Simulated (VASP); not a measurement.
Write the native input for VASP 6.6.1 that does the following.

| Property | Result |
| --- | --- |
| Task | single point |
| Functional | PBE |
| Potentials or basis | VASP PAW PBE potentials, release 64 (Sc_sv, In_d, F) |
| Cutoff | 520 eV |
| k mesh | 10 × 10 × 6 |
| Occupations | gaussian, width 0.1 eV |
| Spin | no spin polarisation |
| Dipole correction | no |
| Further INCAR settings | ALGO = Fast; EDIFF = 1e-06; NBANDS = 35 |

The structure of ScInF4 lies in POSCAR:

```
ScInF4
1.0
    4.0987951519      0.0000000000      0.0000000000
    0.0000000000      4.0987951519      0.0000000000
    0.0000000000      0.0000000000      6.8584279098
Sc In F
1 1 4
Direct
    0.5000000000      0.5000000000      0.5000000000
    0.0000000000      0.0000000000      0.0000000000
    0.0000000000      0.0000000000      0.6913520293
    0.5000000000      0.0000000000      0.0000000000
    0.0000000000      0.5000000000      0.0000000000
    0.0000000000      0.0000000000      0.3086479707
```

The cell was built by a generator and needn't be a form met in nature.

These files were run (other wordings do the same):

INCAR

```
PREC = Accurate ; ENCUT = 520
EDIFF = 1E-6 ; ISMEAR = 0
SIGMA = 0.1 ; LREAL = False
LASPH = True ; NELM = 100
ALGO = Fast ; ISIF = 2
LWAVE = False ; LCHARG = False
GGA = PE ; NBANDS = 35
```

KPOINTS

```
Automatic mesh
0
Gamma
  10 10 6
```

Potentials or basis: VASP PAW PBE potentials, release 64 (Sc_sv, In_d, F).

The run is started by

```console
$ cat potpaw_PBE.64/Sc_sv/POTCAR potpaw_PBE.64/In_d/POTCAR potpaw_PBE.64/F/POTCAR > POTCAR
$ mpirun -np 1 vasp_std > vasp.out
```

It gave:

```
Pressure               : 0.2 GPa
Largest force          : 0.073 eV/Å
Band gap on the k mesh : none (metal or under the smearing width)
```

It took 6 min on 1 thread of Intel(R) Xeon(R) Platinum 8488C (Sapphire Rapids) (shared host), peak memory 0.43 GiB.
